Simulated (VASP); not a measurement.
Consider the following.

```
CELL_PARAMETERS angstrom
      0.00000     2.28875     2.28875
      2.28875     0.00000     2.28875
      9.15500     9.15500     0.00000
ATOMIC_POSITIONS crystal
  Mg 0.00000 0.00000 0.00000
  O  0.50000 0.50000 0.12500
  O  0.50000 0.50000 0.37500
  O  0.50000 0.50000 0.62500
  O  0.50000 0.50000 0.87500
  Cd 0.00000 0.00000 0.25000
  Cd 0.00000 0.00000 0.50000
  Cd 0.00000 0.00000 0.75000
```

All values below come from PBEsol GGA, VASP's PBE PAW potentials (set 64) (plane waves; VASP 6.6.1). Settings: 520 eV cut-off, 9×9×3 Γ-centred mesh, Gaussian smearing of 0.050 eV, potentials Mg O Cd.

### Question
The ions, cell shape and volume are relaxed. Which structure does the run end with?

### Answer

```
CELL_PARAMETERS angstrom
      0.00000     2.28280     2.28280
      2.28280     0.00000     2.28280
      9.24389     9.24389    -0.11267
ATOMIC_POSITIONS crystal
  Mg 0.00000 0.00000 0.00000
  O  0.52743 0.52743 0.10442
  O  0.50765 0.50765 0.36926
  O  0.49235 0.49235 0.63074
  O  0.47257 0.47257 0.89558
  Cd 0.01501 0.01501 0.23874
  Cd 0.00000 0.00000 0.50000
  Cd 0.98499 0.98499 0.76126
```
Space group R-3m (166), at a tolerance of 0.03 Å.

### Question
How do energy and volume change from the first to the last step?

### Answer
The energy (σ→0) changes by -59.5 meV/atom and the volume by +1.1 %, in 11 ionic steps.

The structure was generated: Cd3MgO4 was put into an ordered model structure (R-3m), which need not be its known phase. This run relaxes it. Symmetry was kept, so distortions that lower it aren't found.
